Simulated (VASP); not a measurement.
# Be24HCO in VASP: notebook

The runs below take Be24HCO through single point, with LDA.

Everything below comes from runs of VASP 6.6.1. Logs are shortened: lines on timing, memory, paths and dates and some standing lists are left out, and cuts for length are marked.

## (1) The structure

The cell holds a slab with vacuum, 27 atoms: a = 4.580 Å, b = 6.870 Å, c = 17.383 Å, α = 90.00°, β = 90.00°, γ = 60.00°.

The cell was built by a generator and needn't be a form met in nature.

## (2) Single point, LDA

INCAR reads:

```
  ALGO = Fast
  EDIFF = 1E-7
  ENCUT = 520
  GGA = CA
  ISIF = 2
  ISMEAR = -1
  LASPH = T
  LCHARG = F
  LREAL = Auto
  LWAVE = F
  NBANDS = 48
  NELM = 60
  PREC = Accurate
  SIGMA = 0.15
```

KPOINTS reads:

```
k-points
0
Gamma
  3 2 1
```

POSCAR reads:

```
Be24HCO
1.0
    4.5800000000      0.0000000000      0.0000000000
    3.4350000000      5.9495950000      0.0000000000
    0.0000000000      0.0000000000     17.3826450000
Be C H O
24 1 1 1
Direct
   -0.1666667000      0.2222222000      0.0575286000
    0.3333333000      0.2222222000      0.0575286000
   -0.1666667000      0.5555556000      0.0575286000
    0.3333333000      0.5555556000      0.0575286000
   -0.1666667000      0.8888889000      0.0575286000
    0.3333333000      0.8888889000      0.0575286000
    0.0013730897     -0.0028497839      0.1613044545
    0.5024691064     -0.0019360056      0.1610181512
    0.0000581030      0.3346478481      0.1632330658
    0.4989108154      0.3332264361      0.1605107212
   -0.0000978252      0.6680315022      0.1599245366
    0.4982549774      0.6684549270      0.1608263753
   -0.1676056168      0.2228454147      0.2591802767
    0.3347520233      0.2195868040      0.2596222870
   -0.1636923364      0.5541554151      0.2604445134
    0.3318147964      0.5553356906      0.2583905121
   -0.1680846051      0.8904770946      0.2613459941
    0.3313975014      0.8914028386      0.2616601938
    0.0017468214      0.0029367933      0.3661589662
    0.4961171930     -0.0007748674      0.3660767014
    0.0045139828      0.3271323535      0.3722442614
    0.4941479385      0.3395611854      0.3587267959
    0.0055617905      0.6687505127      0.3630707456
    0.4945984114      0.6637004016      0.3600194274
    0.1395521548      0.1428443536      0.4497693834
   -0.0068549369      0.3439581427      0.4593695977
    0.2205029368      0.0358615139      0.5086866901
```

Potentials or basis: VASP PAW LDA potentials, release 64 (Be, C, H, O).

Started as:

```sh
> cat potpaw_LDA.64/Be/POTCAR potpaw_LDA.64/C/POTCAR potpaw_LDA.64/H/POTCAR potpaw_LDA.64/O/POTCAR > POTCAR
> mpirun -np 1 vasp_std > vasp.out
```

OUTCAR:

```text
EDIFF = 1E-7
   ENCUT = 520
   GGA = CA
   ISIF = 2
   ISMEAR = -1
   LASPH = T
   LREAL = Auto
   NELM = 60
   PREC = Accurate

 ion  position               nearest neighbor table
   1  0.833  0.222  0.058-  10 2.23   7 2.25   9 2.27   5 2.29   2 2.29   2 2.29   6 2.29   4 2.29
                             3 2.29
   2  0.333  0.222  0.058-  10 2.22   8 2.24   9 2.26   6 2.29   1 2.29   1 2.29   5 2.29   3 2.29
                             4 2.29
   3  0.833  0.556  0.058-  11 2.22  12 2.23   9 2.26   5 2.29   4 2.29   4 2.29   6 2.29   2 2.29
                             1 2.29
   4  0.333  0.556  0.058-  11 2.22  10 2.23  12 2.23   6 2.29   3 2.29   3 2.29   5 2.29   1 2.29
                             2 2.29
   5  0.833  0.889  0.058-  11 2.21   8 2.23   7 2.23   3 2.29   1 2.29   6 2.29   6 2.29   2 2.29
                             4 2.29
   6  0.333  0.889  0.058-  12 2.22   8 2.23   7 2.23   4 2.29   2 2.29   5 2.29   5 2.29   1 2.29
                             3 2.29
   7  0.001  0.997  0.161-  13 2.17  17 2.18  18 2.18   5 2.23   6 2.23   1 2.25  11 2.26  12 2.27
                             8 2.28   8 2.30  10 2.31   9 2.32
   8  0.502  0.998  0.161-  14 2.16  17 2.18  18 2.19   5 2.23   6 2.23   2 2.24  11 2.27  12 2.27
                             7 2.28  10 2.29   7 2.30   9 2.31
   9  0.000  0.335  0.163-  13 2.13  15 2.14  14 2.14   3 2.26   2 2.26   1 2.27  10 2.28  11 2.29
[... 16 lines left out ...]
                            18 2.29  18 2.29  16 2.30  15 2.30
  18  0.331  0.891  0.262-   7 2.18  24 2.18   8 2.19  12 2.20  20 2.23  19 2.24  14 2.26  13 2.28
                            17 2.29  17 2.29  16 2.31  15 2.31
  19  0.002  0.003  0.366-  25 2.01  21 2.24  18 2.24  20 2.25  17 2.26  13 2.27  23 2.29  24 2.30
                            22 2.32  20 2.33
  20  0.496  0.999  0.366-  25 2.04  18 2.23  19 2.25  21 2.25  17 2.26  14 2.27  23 2.30  24 2.31
                            19 2.33  22 2.34
  21  0.005  0.327  0.372-  26 1.52  25 1.74  19 2.24  20 2.25  22 2.30  22 2.31  24 2.33  23 2.35
                            14 2.36  13 2.36  15 2.37
  22  0.494  0.340  0.359-  16 2.17  14 2.19  13 2.19  24 2.23  23 2.25  21 2.30  21 2.31  19 2.32
                            20 2.34
  23  0.006  0.669  0.363-  17 2.21  24 2.22  16 2.23  15 2.24  22 2.25  19 2.29  20 2.30  21 2.35
                            24 2.36
  24  0.495  0.664  0.360-  18 2.18  16 2.19  15 2.20  23 2.22  22 2.23  19 2.30  20 2.31  21 2.33
                            23 2.36
  25  0.140  0.143  0.450-  27 1.21  26 1.21  21 1.74  19 2.01  20 2.04
  26  0.993  0.344  0.459-  25 1.21  21 1.52
  27  0.221  0.036  0.509-  25 1.21

  LATTYP: Found a simple monoclinic cell.
 ALAT       =     4.5800000000
 B/A-ratio  =     3.7953373362
 C/A-ratio  =     1.3228757576
 COS(beta)  =    -0.1889822219

  Lattice vectors:

 A1 = (   4.5800000000,   0.0000000000,   0.0000000000)
 A2 = (   0.0000000000,   0.0000000000, -17.3826450000)
 A3 = (  -1.1450000000,   5.9495950000,   0.0000000000)

Analysis of symmetry for initial positions (statically):
=====================================================================
 Subroutine PRICEL returns:
 Original cell was already a primitive cell.

 Routine SETGRP: Setting up the symmetry group for a
 simple monoclinic supercell.

 Subroutine GETGRP returns: Found  1 space group operations
 (whereof  1 operations were pure point group operations)
 out of a pool of  4 trial point group operations.

The static configuration has the point symmetry C_1 .

Analysis of symmetry for dynamics (positions and initial velocities):
=====================================================================
 Subroutine PRICEL returns:
 Original cell was already a primitive cell.

 Routine SETGRP: Setting up the symmetry group for a
 simple monoclinic supercell.

 Subroutine GETGRP returns: Found  1 space group operations
 (whereof  1 operations were pure point group operations)
 out of a pool of  4 trial point group operations.

The dynamic configuration has the point symmetry C_1 .

 Subroutine INISYM returns: Found  1 space group operations
 (whereof  1 operations are pure point group operations),
 and found     1 'primitive' translations

----------------------------------------------------------------------------------------

                                     Primitive cell
[... 99 lines left out ...]
|                                                                             |
|     Your reciprocal lattice and k-lattice belong to different lattice       |
|     classes:                                                                |
|                                                                             |
|        The reciprocal lattice is simple monoclinic,                         |
|        whereas your k-lattice is hexagonal.                                 |
|                                                                             |
|     Results are often still useful ...                                      |
|                                                                             |
 -----------------------------------------------------------------------------

 Subroutine IBZKPT returns following result:
 ===========================================

 Found      4 irreducible k-points:

 Following reciprocal coordinates:
            Coordinates               Weight
  0.000000  0.000000  0.000000      1.000000
  0.333333  0.000000  0.000000      2.000000
  0.000000  0.500000  0.000000      1.000000
  0.333333  0.500000  0.000000      2.000000
   k-points           NKPTS =      4   k-points in BZ     NKDIM =      4   number of bands    NBANDS=     48
   number of dos      NEDOS =    301   number of ions     NIONS =     27
   total plane-waves  NPLWV = 272160
   dimension x,y,z NGX =    36 NGY =   54 NGZ =  140
   dimension x,y,z NGXF=    72 NGYF=  108 NGZF=  280
   ions per type =              24   1   1   1
   NGX,Y,Z   is equivalent  to a cutoff of  13.07, 13.07, 13.39 a.u.
   NGXF,Y,Z  is equivalent  to a cutoff of  26.13, 26.13, 26.78 a.u.
 SYSTEM =  unknown system
   PREC   = accura    normal or accurate (medium, high low for compatibility)
   ISTART =      0    job   : 0-new  1-cont  2-samecut
   ICHARG =      2    charge: 1-file 2-atom 10-const
   ISPIN  =      1    spin polarized calculation?
   LNONCOLLINEAR =      F non collinear calculations
   LSORBIT =      F    spin-orbit coupling
   LASPH  =      T    aspherical Exc in radial PAW
   ENCUT  =  520.0 eV  38.22 Ry    6.18 a.u.   8.52 12.77 32.32*2*pi/ulx,y,z
   NELM   =     60;   NELMIN=  2; NELMDL= -5     # of ELM steps
   EDIFF  = 0.1E-06   stopping-criterion for ELM
   LREAL  =      T    real-space projection
   EDIFFG = 0.1E-05   stopping-criterion for IOM
   NSW    =      0    number of steps for IOM
   IBRION =     -1    ionic relax: 0-MD 1-quasi-New 2-CG
   NFREE  =      0    steps in history (QN), initial steepest desc. (CG)
   ISIF   =      2    stress and relaxation
   ISYM   =      2    0-nonsym 1-usesym 2-fastsym
   POTIM  = 0.5000    time-step for ionic-motion
   TEBEG  =    0.0;   TEEND  =   0.0 temperature during run
   PSTRESS=    0.0 pullay stress
   NELECT =      59.0000    total number of electrons
   NUPDOWN=      -1.0000    fix difference up-down
   EMIN   =  10.00;   EMAX   =-10.00  energy-range for DOS
   EFERMI =   0.00;   METHOD = LEGACY
   ISMEAR =    -1;   SIGMA  =   0.15  broadening in eV -4-tet -1-fermi 0-gaus
   EFERMI_NEDOS =   21; number of points for ismear=-14 and -15
   IALGO  =     68    algorithm
   IMIX   =      4    mixing-type and parameters
     AMIX     =   0.40;   BMIX     =  1.00
     AMIX_MAG =   1.60;   BMIX_MAG =  1.00
  volume/ion in A,a.u.               =      17.54       118.39
  Fermi-wavevector in a.u.,A,eV,Ry     =   0.817591  1.545022  9.094875  0.668454
  Thomas-Fermi vector in A             =   1.928066
   LORBIT       =      0    0 simple, 1 ext, 2 COOP (PROOUT), +10 PAW based schemes
   GGA     = CA    functional components
   LHFCALC =     F    Hartree Fock is set to
   AEXX    =    0.0000 exact exchange contribution
   IVDW    =     0    specifies the selected vdW correction
   LEPSILON=     F    determine dielectric tensor
   LRPA    =     F    only Hartree local field effects (RPA)
 non-spin polarized calculation
 RMM-DIIS sequential band-by-band and
  energy-cutoff  :      520.00
  volume of cell :      473.66
 maximum number of plane-waves:     12830
 NGX is ok and might be reduce to    36
   NGX = 17   NGY = 25   NGZ = 65

 number of electron      59.0000003 magnetization

 Free energy of the ion-electron system (eV)
  ---------------------------------------------------
  ext. energy  EPLUGINS =         0.00000000
  ---------------------------------------------------
  free energy    TOTEN  =      -113.25773026 eV

  energy without entropy =     -112.73600707  energy(sigma->0) =     -112.99686867

 E-fermi :  -0.4103     XC(G=0):  -5.9358

 val. band max:       -0.5267691414   @ k =   0.3333   0.5000   0.0000
 cond. band min:      -0.2770208700   @ k =   0.3333   0.0000   0.0000
 fundamental gap:      0.2497482714
 Fermi energy:        -0.4103156520

 k-point     1 :       0.0000    0.0000    0.0000
  band No.  band energies     occupation
      1     -22.5077      2.00000
      2     -12.1217      2.00000
      3     -10.3000      2.00000
      4      -8.9447      2.00000
      5      -7.9353      2.00000
      6      -7.2757      2.00000
[... 165 lines left out ...]
     40       3.6320      0.00000
     41       3.9082      0.00000
 [bands above 41 left out]

------------------------ aborting loop because EDIFF is reached ----------------------------------------

  FORCE on cell =-STRESS in cart. coord.  units (eV):
  Direction    XX          YY          ZZ          XY          YZ          ZX
  --------------------------------------------------------------------------------------
  -------------------------------------------------------------------------------------
  Total      -18.1024190    -17.2585705      0.7479346     -0.0468325     -0.3601282      0.0244138
  in kB      -61.2320012    -58.3776571      2.5299124     -0.1584125     -1.2181449      0.0825805
  external PRESSURE =     -39.0265820 kB  Pullay stress =       0.0000000 kB

 VOLUME and BASIS-vectors are now :
 -----------------------------------------------------------------------------
  energy-cutoff  :      520.00
  volume of cell :      473.66
      direct lattice vectors                 reciprocal lattice vectors
     4.580000000  0.000000000  0.000000000     0.218340611 -0.126059001  0.000000000
     3.435000000  5.949595000  0.000000000     0.000000000  0.168078668  0.000000000
     0.000000000  0.000000000 17.382645000     0.000000000  0.000000000  0.057528644

 POSITION                                       TOTAL-FORCE (eV/Angst)
 -----------------------------------------------------------------------------------
      4.58000      1.32213      1.00000         0.056049      0.038635     -0.039064
      2.29000      1.32213      1.00000        -0.059565      0.056801      0.013072
      5.72500      3.30533      1.00000        -0.038661     -0.106141     -0.003133
      3.43500      3.30533      1.00000         0.044162      0.022629     -0.099850
      6.87000      5.28853      1.00000         0.054174      0.001161      0.064241
      4.58000      5.28853      1.00000        -0.061491     -0.018528      0.014609
[... 19 lines left out ...]
      5.73010      2.04641      7.98506        -0.001930      0.013814     -0.037283
      1.13309      0.21336      8.84232        -0.003238     -0.365055      0.590995
 -----------------------------------------------------------------------------------
    total drift:                               -0.001814      0.000741     -0.000453

  FREE ENERGIE OF THE ION-ELECTRON SYSTEM (eV)
  ---------------------------------------------------
  free  energy   TOTEN  =      -113.2577302583 eV

  energy  without entropy=     -112.7360070738  energy(sigma->0) =     -112.99686867
```

It took 3.4 min on 1 thread of Intel Xeon Platinum 8375C at 2.90GHz (Ice Lake), shared host; peak memory 0.47 GiB.

What came out:

| Quantity | Value |
| --- | --- |
| Free energy | -113.2577 eV |
| Largest force | 0.695 eV/Å |
| Band gap on the k mesh | none (metal or under the smearing width) |

Forces on the atoms (eV/Å):
```
Be   0.056  0.039 -0.039
Be  -0.060  0.057  0.013
Be  -0.039 -0.106 -0.003
Be   0.044  0.023 -0.100
Be   0.054  0.001  0.064
Be  -0.061 -0.019  0.015
Be   0.001  0.002 -0.002
Be   0.000  0.002 -0.001
Be   0.000  0.000 -0.005
Be   0.000  0.001 -0.004
Be   0.002 -0.001  0.000
Be   0.000  0.003 -0.001
Be   0.008 -0.004  0.023
Be  -0.010  0.003  0.009
Be   0.004 -0.005  0.009
Be  -0.004  0.001  0.007
Be   0.003  0.000  0.000
Be  -0.002  0.003  0.004
Be  -0.009 -0.014 -0.004
Be   0.015 -0.013 -0.021
Be  -0.005  0.017  0.023
Be   0.003 -0.001  0.003
Be  -0.005 -0.007 -0.002
Be   0.004  0.010  0.009
C    0.006  0.357 -0.551
H   -0.002  0.014 -0.037
O   -0.003 -0.365  0.591
```

Caveat: the k mesh is coarse (spacing up to 0.53 Å⁻¹), so the values aren't converged; the standard files for N, O and F lose accuracy on very short bonds; an odd number of electrons without spin polarisation forces a metal; a magnetic or distorted state may lie lower.

## (3) Single point, LDA

INCAR reads:

```
PREC = Accurate
ENCUT = 520
EDIFF = 1E-6
ISMEAR = -1
SIGMA = 0.15
LREAL = Auto
LASPH = True
NELM = 80
ALGO = Normal
ISIF = 2
LWAVE = False
LCHARG = True
LELF = True
LVHAR = True
NBANDS = 48
```

KPOINTS reads:

```
Automatic mesh
0
Gamma
  3 2 1
```

POSCAR reads:

```
Be24HCO
1.0
    4.5800000000      0.0000000000      0.0000000000
    3.4350000000      5.9495950000      0.0000000000
    0.0000000000      0.0000000000     17.3826450000
Be C H O
24 1 1 1
Direct
   -0.1666626048      0.2222168064      0.0575286442
    0.3333373952      0.2222168064      0.0575286442
   -0.1666628149      0.5555504198      0.0575286442
    0.3333371851      0.5555504198      0.0575286442
   -0.1666630250      0.8888840333      0.0575286442
    0.3333369750      0.8888840333      0.0575286442
   -0.0172920161      0.0368260361      0.1589171268
    0.5136729038      0.0155977003      0.1680354169
   -0.0498868081      0.3514356860      0.1584914149
    0.5289558602      0.3319889841      0.1629901548
    0.0348304025      0.6643309335      0.1631109650
    0.5116444194      0.6928874991      0.1575479451
   -0.0941670396      0.2120480470      0.2575902574
    0.3335042879      0.2649928272      0.2698150943
   -0.1725648383      0.6026628703      0.2633201104
    0.4059733210      0.5538696331      0.2610362232
   -0.1877058616      0.9279455156      0.2870506761
    0.3032020739      0.9019605536      0.2633143575
    0.0224692058     -0.0095804840      0.3924776695
    0.5032093986     -0.0117318910      0.3904066383
    0.0785925226      0.3102900281      0.3804887001
    0.5611812881      0.3167946726      0.3573851966
    0.1048905288      0.6240760926      0.3553486826
    0.5197623287      0.6780461527      0.3568214158
    0.1159610786      0.1657927977      0.4657173865
   -0.0027887165      0.3402248388      0.4817506197
    0.2413931961     -0.0136479878      0.5094679204
```

Potentials or basis: VASP PAW LDA potentials, release 64 (Be, C, H, O).

Started as:

```sh
> cat potpaw_LDA.64/Be/POTCAR potpaw_LDA.64/C/POTCAR potpaw_LDA.64/H/POTCAR potpaw_LDA.64/O/POTCAR > POTCAR
> mpirun -np 1 vasp_std > vasp.out
```

It took 3.2 min on 1 thread of Intel Xeon Platinum 8375C at 2.90GHz (Ice Lake), shared host; peak memory 0.48 GiB.

It converged, with:

* Free energy: -110.6829 eV
* Largest force: 4.415 eV/Å
* Band gap on the k mesh: none (metal or under the smearing width)

Forces on the atoms (eV/Å):
```
Be   0.025  0.342 -0.648
Be  -0.023  0.211  0.081
Be   0.189  0.181 -0.236
Be   0.374 -0.089 -0.028
Be   0.063  0.074  0.303
Be   0.016  0.472 -0.061
Be   0.243 -1.765  0.338
Be  -0.609 -0.295  0.255
Be   1.782  0.474  0.558
Be  -0.928  0.421 -0.028
Be  -0.084  0.180 -0.167
Be  -0.261 -0.232  0.357
Be  -1.179  0.800  0.764
Be  -0.364 -0.234 -1.267
Be  -0.070 -0.520 -0.822
Be  -0.332 -0.283 -0.675
Be   0.181  0.091 -0.774
Be   0.756 -0.430  0.362
Be   0.542 -0.064 -0.162
Be   0.296  0.295  0.125
Be  -0.788  0.546 -0.516
Be   0.502 -0.095  1.061
Be  -0.895  0.613  0.969
Be   0.345 -0.301  0.898
C    0.486 -4.338 -0.658
H   -0.057  1.378  1.307
O   -0.210  2.569 -1.336
```

Levels at points of the mesh, in eV from the Fermi level:
| k point | band 26 | band 27 | band 28 | band 29 | band 30 | band 31 | band 32 | band 33 |
| --- | --- | --- | --- | --- | --- | --- | --- | --- |
| (0.00, 0.00, 0.00) | -1.41 | -1.16 | -0.71 | -0.35 | 0.01 | 0.42 | 0.91 | 1.81 |
| (0.00, 0.50, 0.00) | -1.64 | -1.50 | -1.02 | -0.92 | -0.47 | -0.08 | 0.70 | 1.18 |

Caveat: the k mesh is coarse (spacing up to 0.53 Å⁻¹), so the values aren't converged; an odd number of electrons without spin polarisation forces a metal; a magnetic or distorted state may lie lower.
